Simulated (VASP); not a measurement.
```yaml
crystal:
  lattice:
    - [1.52177, -2.63579, 0.00000]
    - [1.52177, 2.63579, 0.00000]
    - [0.00000, 0.00000, 6.04003]
  atoms:
    - { symbol: Cd, position: [0.33333, 0.66667, 0.25000] }
    - { symbol: Cd, position: [0.66667, 0.33333, 0.75000] }
```

These are revPBE GGA, VASP's PBE PAW potentials (set 64) (plane waves; VASP) values and carry that method's errors. Run with 520 eV cut-off, 15×15×7 Γ-centred mesh, tetrahedra with Blöchl corrections, potentials Cd.

Predict the energy per atom (σ→0), band gap (on the k-mesh) with the smallest direct gap where there is one.

| Property | Value |
|---|---|
| band gap (on the k-mesh) | none (metal, semimetal or under 0.01 eV) |
| energy per atom (σ→0) | -0.422 eV/atom |

The absolute energy has meaning only against runs of the same code, potentials and settings.

The compound is Cd in the hcp structure. It was relaxed first, which changed the volume by +12 %.
